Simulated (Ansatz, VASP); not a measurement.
## NiTe2 (NiTe2 (P-3m1)) in two plane-wave programs

One calculation is typed for both programs; each brings its own data sets. How far apart do they land? The cell is taken from a series of runs on this material, whose earlier steps may have relaxed, scaled, displaced or heated it; both programs get it as it stands.

Method: plane waves, with VASP 6.6.1 beside it; relaxation of cell and atoms at r2SCAN, in Ansatz 0.2.0.

## (1) The starting structure

The structure is trigonal, space group P-3m1 (No. 164). Conventional cell: a = 3.867 Å, b = 3.867 Å, c = 5.362 Å, α = 90.00°, β = 90.00°, γ = 120.00°. Nearest to Ni lie 6 Te at 2.58 Å. Nearest to Te lie 3 Ni at 2.58 Å. Farther neighbours and most contacts between anions are not listed.

Structure file:

```cif
data_structure
_symmetry_space_group_name_H-M 'P-3m1'
_symmetry_Int_Tables_number 164
_cell_length_a 3.8674
_cell_length_b 3.8674
_cell_length_c 5.3618
_cell_angle_alpha 90.000
_cell_angle_beta 90.000
_cell_angle_gamma 120.000
_cell_volume 69.45
loop_
_atom_site_label
_atom_site_type_symbol
_atom_site_symmetry_multiplicity
_atom_site_Wyckoff_symbol
_atom_site_fract_x
_atom_site_fract_y
_atom_site_fract_z
_atom_site_occupancy
Ni1 Ni 1 a 0.00000 0.00000 0.00000 1
Te1 Te 2 d 0.33333 0.66667 0.24192 1
```

## (2) Ansatz: relaxation of cell and atoms, r2SCAN

Ansatz runs on its default PAW (the set named soft_2) files.

The relaxed volume is the usual yardstick between codes: in a stiff, nearly cubic crystal its relative difference is about their pressure difference at one cell divided by the bulk modulus.

Input file input.yaml:

```yaml
crystal:
  lattice:
    - [3.8674148, 0.0, 0.0]
    - [-1.9337074, 3.3492795, 0.0]
    - [0.0, 0.0, 5.3618483]
  atoms:
    - { symbol: Ni, position: [0.0, 0.0, 0.0] }
    - { symbol: Te, position: [0.33333333, 0.66666667, 0.24191675] }
    - { symbol: Te, position: [0.66666667, 0.33333333, 0.75808325] }
basis:
  ecutwfc: 500
  xc_grid: 2
hamiltonian:
  xc: r2scan
kpoints:
  mp_grid: { grid: [12, 12, 7] }
scf:
  occupations: { method: fermi_dirac, width: 0.05 }
  max_iter: 150
output:
  forces: true
  stress: true
relax:
  f_tol: 0.01
  max_steps: 60
  cell: {}
checkpoint:
  write: "../r2scan.run"
  compress: false
  write_wavefunctions: false
  write_every: 100000
```

Command:

```bash
$ ansatz run input.yaml --threads 1 --pin off --max-ram 2355MiB --backend cpu --events-out ev --progress --plain --runs-dir out
```

Numbers of over 12 decimals in the logs are rounded to 6 here.

What it wrote:

```text
Engine: ansatz 0.2.0, x86_64-unknown-linux-gnu
Pseudopotentials: kind: paw
Pseudopotential: Ni, paw, valence charge 18, recommended cutoff 500 eV (meta_gga), Ni.paw.azcp
Pseudopotential: Te, paw, valence charge 16, recommended cutoff 500 eV (meta_gga), Te.paw.azcp
Functional definition: r2SCAN
  parameter k0 = 0.174
  parameter k1 = 0.065
  parameter a1 = 4.9479
  exchange = r2scan_x(k0 = k0, k1 = k1, a1 = a1)
  correlation = r2scan_c
Crystal: 3 atoms, lattice volume = 69.452 Å³
Basis set: ecut = 500 eV, 1729 PW (Γ), exchange–correlation on 60×60×80 points (8 copies of the dense FFT grid, shifted against one another)
Bands: 30, of which v1, the nominal top of the filled ones, is band 25 counted from 1 (24 counted from 0)
Symmetry: 12 space group operations
Space group: P-3m1 (ITA 164), of the structure as read, at distance tolerance 4.1e-5 Å
k-points: 112 of 1008
Non-local potential: Ni, projectors of the file, l = 0: 3, l = 1: 2, l = 2: 3, l = 3: 1
Non-local potential: Te, projectors of the file, l = 0: 2, l = 1: 2, l = 2: 2, l = 3: 2
PAW form: soft (Blöchl's): semilocal exchange-correlation on the pseudo side does not see the compensation charge
PAW frozen core: Ni, regenerated for the run's functional (the file was generated under x = pbe(κ = 0.804, μ = 0.219515), c = pbe(β = 0.066725))
PAW frozen core: Te, regenerated for the run's functional (the file was generated under x = pbe(κ = 0.804, μ = 0.219515), c = pbe(β = 0.066725))
PAW one-centre angular grid: Ni, 590 points (default); XC on 160 Gauss nodes
PAW one-centre angular grid: Te, 590 points (default); XC on 160 Gauss nodes
Initial density: superposition of atomic densities (neutral atoms: chi_scale 0, normalization atom), corrected by the library's trained network
Initial wavefunctions: pseudopotential atomic-orbital guess
Functional: x = r2scan, c = r2scan; τ floored in thin density (d = 2e-4 eV/Å³)
SCF iter   1: F=—  HF=-19835.536874 eV  |F-HF|=—  |Δ(HF+E_count)|=         —  Δρ=1.22e-2  dr2=8.28e-2  dr2_τ=4.40e-2  ethr=1.77e-3  ⟨swp⟩=6.3  Hψ=14557  notcnv=0
preconditioner: auto → LDOS  [metal: Δε(μ)=0.005 eV  Ē_g=8.707 eV  σ=0.050 eV  W_gap=0.03  n_scr=22 (ndim 8)  ℏωp=20.9 eV  f_vac=0.017  D(μ)=1.76/eV (n_scr^D=8)  β→1.0]
SCF iter   2: F=—  HF=-19835.618477 eV  |F-HF|=—  |Δ(HF+E_count)|=   8.16e-2  Δρ=2.46e-3  dr2=4.75e-3  dr2_τ=2.02e-4  ethr=1.66e-4  ⟨swp⟩=2.8  Hψ=6142  notcnv=0  defer=10
SCF iter   3: F=—  HF=-19835.620390 eV  |F-HF|=—  |Δ(HF+E_count)|=   1.91e-3  Δρ=3.93e-3  dr2=7.90e-3  dr2_τ=8.28e-5  ethr=9.50e-6  ⟨swp⟩=2.0  Hψ=6681  notcnv=0  defer=10
SCF iter   4: F=—  HF=-19835.619055 eV  |F-HF|=—  |Δ(HF+E_count)|=   1.34e-3  Δρ=1.68e-3  dr2=1.11e-3  dr2_τ=3.70e-6  ethr=9.50e-6  ⟨swp⟩=2.0  Hψ=6477  notcnv=0  defer=10
SCF iter   5: F=—  HF=-19835.618902 eV  |F-HF|=—  |Δ(HF+E_count)|=   1.53e-4  Δρ=1.29e-4  dr2=1.81e-5  dr2_τ=6.35e-7  ethr=2.21e-6  ⟨swp⟩=2.0  Hψ=4042  notcnv=0  defer=10
SCF iter   6: F=—  HF=-19835.618908 eV  |F-HF|=—  |Δ(HF+E_count)|=   6.04e-6  Δρ=1.27e-4  dr2=8.50e-6  dr2_τ=6.03e-8  ethr=3.63e-8  ⟨swp⟩=2.0  Hψ=5704  notcnv=0  defer=10
SCF iter   7: F=—  HF=-19835.618908 eV  |F-HF|=—  |Δ(HF+E_count)|=   1.37e-7  Δρ=4.44e-5  dr2=1.04e-6  dr2_τ=7.60e-9  ethr=1.70e-8  ⟨swp⟩=1.0  Hψ=3350  notcnv=0  defer=10
SCF iter   8: F=—  HF=-19835.618908 eV  |F-HF|=—  |Δ(HF+E_count)|=   3.96e-9  Δρ=1.41e-5  dr2=1.07e-7  dr2_τ=4.60e-10  ethr=2.09e-9  ⟨swp⟩=1.0  Hψ=3350  notcnv=0  defer=10
SCF iter   9: F=-19835.618908 eV  HF=-19835.618908 eV  |F-HF|=9.82e-10  |Δ(HF+E_count)|=   5.05e-9  Δρ=1.48e-6  dr2=1.68e-9  dr2_τ=3.19e-11  ethr=2.00e-10  ⟨swp⟩=4.7  Hψ=12475  notcnv=0
SCF 1 converged in 9 iterations: F = -19835.618908 eV  dr2 = 1.68e-9
  greatest PAW one-centre occupation: 1.001 electrons in one spin orbital (limit 2), on the Ni atom at site 0 (counted from 0), in its partial waves of l = 1
relax step   1: F+E_penalty+E_count = -19835.61890764 eV  Δ(F+E_penalty+E_count) = +0.000e0 eV  max|allowed force component| = 6.928e-3 eV/Å  Δτ_max = 0.0000 Å  P = +0.140 GPa  Ω = 69.452 Å³  (9 SCF iters, dr2 threshold 1.00e-7 eV, accepted)
[...]
relax step   2: F+E_penalty+E_count = -19835.61993376 eV  Δ(F+E_penalty+E_count) = -1.026e-3 eV  max|allowed force component| = 2.751e-2 eV/Å  Δτ_max = 0.0183 Å  P = -0.117 GPa  Ω = 70.362 Å³  energy of the carried Pulay correction = -3.138e-4 eV  (7 SCF iters, dr2 threshold 3.00e-7 eV, accepted)
[...]
relax step   3: F+E_penalty+E_count = -19835.62010970 eV  Δ(F+E_penalty+E_count) = -1.759e-4 eV  max|allowed force component| = 3.759e-2 eV/Å  Δτ_max = 0.0054 Å  P = -0.052 GPa  Ω = 70.250 Å³  energy of the carried Pulay correction = -2.719e-4 eV  (6 SCF iters, dr2 threshold 1.52e-7 eV, accepted)
[...]
relax step   4: F+E_penalty+E_count = -19835.62039670 eV  Δ(F+E_penalty+E_count) = -2.870e-4 eV  max|allowed force component| = 4.835e-3 eV/Å  Δτ_max = 0.0030 Å  P = +0.039 GPa  Ω = 70.217 Å³  energy of the carried Pulay correction = -2.616e-4 eV  (5 SCF iters, dr2 threshold 1.49e-7 eV, accepted)
[...]
relax step   5: F+E_penalty+E_count = -19835.62069094 eV  Δ(F+E_penalty+E_count) = -2.942e-4 eV  max|allowed force component| = 4.778e-3 eV/Å  Δτ_max = 0.0000 Å  P = +0.043 GPa  Ω = 70.217 Å³  stress off target by 4.51e-2 GPa  SCF on the basis re-selected at this cell (its energy is not comparable with the rows above)  (7 SCF iters)
basis re-selected at this cell: Δ(F+E_penalty+E_count) = -2.942e-4 eV, ΔP = +0.004 GPa vs the last step (what re-selecting the basis moved, of the pressure what is left beyond the Pulay correction that the steps carried, after the strain that the cell walked since its last selection, with what the two solves' SCF thresholds leave and, on support functions, any second-order correction that the steps lacked; it is no m [...]
SCF converged after 7 iterations
Free energy (F): -19835.620691 eV
Harris-Foulkes:  -19835.620691 eV  (|F-HF|=3.64e-12)
Internal energy: -19835.608031 eV  (E = F + TS)
E sigma→0 (E₀):  -19835.614361 eV
Entropy (-TS):   -0.012660 eV (-4.220 meV/atom)
Fermi energy:    11.773368 eV
--- Per-component energies (eV) ---
  E_band       = -890.499530
  E_kinetic    = 644.694056
  E_local      = -7315.620537  (includes V_loc(G=0)·N_el)
  E_nonlocal   = 21.985912
  E_hartree    = 3712.591353
  E_xc         = -309.208513
  E_vxc        = -340.351838  (∫ρ·V_xc dr)
  E_paw        = -11019.983569  (= ΣΔE_a)
  E_vpaw       = -1348.584885  (= ΣTr[D̂ρ^β])
  E_aug_tail   = 0.000182  (compensation charges beyond the density's cutoff)
  E_vtau       = 22.194915  (kinetic-family band-sum trace: ∫τ·v_τ [+ j·A + Jᵃ·Aᵃ] dr)
  E_ewald      = -5570.336556
  E_core_change = 0.269642  (= ΣΔE_core)
  E_smearing   = -0.012660  (= −TS)
  E_closure    = 0.000000  (closes the sum)
  Σ components = -19835.620691   (vs F -19835.620691, Δ=0.00e0)
--- Forces (eV/Å), atoms counted from 1 ---
  atom   1  Ni    -0.00000000     0.00000000     0.00000000
  atom   2  Te     0.00000000     0.00000000     0.00477788
  atom   3  Te    -0.00000000    -0.00000000    -0.00477788
  max |Σ_I F_I| component: 2.89e-19 eV/Å
--- Stress (GPa, compression-positive) ---
        0.045067      -0.000000       0.000000
       -0.000000       0.045067      -0.000000
       -0.000000      -0.000000       0.038499
  P = ⅓ Tr σ = 0.0429 GPa (0.429 kbar)
--- Relaxed structure (4 steps of the walk, 4 accepted, 1 SCFs on fresh bases) ---
  F+E_penalty+E_count = -19835.62069094 eV   max|allowed force component| = 4.778e-3 eV/Å   (the final SCF, on the basis selected at the relaxed cell)
  cell:  # Å, volume = 70.2167 Å³
    - [3.857845, 0, 3.879831054029836e-18]
    - [-1.928922, 3.340992, -1.9399155270149174e-18]
    - [5.3790623723183265e-18, 0, 5.447792]
  atoms:
    - { symbol: Ni, position: [0, 0, 0] }
    - { symbol: Te, position: [0.333333, 0.666667, 0.238940] }
    - { symbol: Te, position: [0.666667, 0.333333, 0.761060] }
```

The column dr2 measures how far the density is from self-consistency, as an energy; F and HF (Harris–Foulkes) agree once it is small.

(Part 1 of 2 ends here.)

[Lines on the potential files, build, host, timing and source positions are cut from VASP's logs without a mark.]

[Logs are printed without paths, hosts, clocks, repeated set-up lines and the standing remarks that a program may print on its own settings, such as how far it seeks lower states.]

[Hosts, paths, dates, database ids (printed as entryN), source tags and the programs' standing remarks are cut or masked in the printed files.]
